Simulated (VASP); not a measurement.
AlN:

```
Al N
1.0
     3.11300    0.00000    0.00000
    -1.55650    2.69594    0.00000
     0.00000    0.00000    4.98100
Al N
2 2
Direct
  0.33333 0.66667 0.00000
  0.66667 0.33333 0.50000
  0.33333 0.66667 0.38000
  0.66667 0.33333 0.88000
```

```yaml
Program: VASP 6.6.1
Task: relaxation of cell and atoms
Functional: PBE
Potentials_or_basis: VASP PAW PBE potentials, release 64 (Al, N)
Cutoff: 600 eV
k_mesh: 9 × 9 × 6
Occupations: gaussian, width 0.02 eV
Spin: no spin polarisation
```

At the start: pressure 3.3 GPa; volume 10.45 Å³/atom.

Problem. Where does the relaxation end?

Solution. Over 7 steps the energy falls by 2.1 meV/atom and the volume is 10.63 Å³/atom (+1.7 %); space group P6_3mc (No. 186, to 0.05 Å).

The path:
```
step  energy change (eV)  largest force (eV/Å)  pressure (GPa)  volume (Å³)
   1              0.0000                0.1289            3.34        41.80
   2             -0.0018                0.0914           -2.77        43.13
   3             -0.0083                0.0036            0.01        42.50
   4             -0.0083                0.0059            0.07        42.48
   5             -0.0083                0.0069            0.05        42.49
   6             -0.0083                0.0074            0.04        42.49
   7             -0.0083                0.0023           -0.03        42.50
```

Final structure:
```
CELL_PARAMETERS angstrom
3.12813 0.00000 0.00000
-1.56407 2.70904 0.00000
0.00000 0.00000 5.01570
ATOMIC_POSITIONS crystal
Al 0.33333 0.66667 0.99923
Al 0.66667 0.33333 0.49923
N 0.33333 0.66667 0.38077
N 0.66667 0.33333 0.88077
```
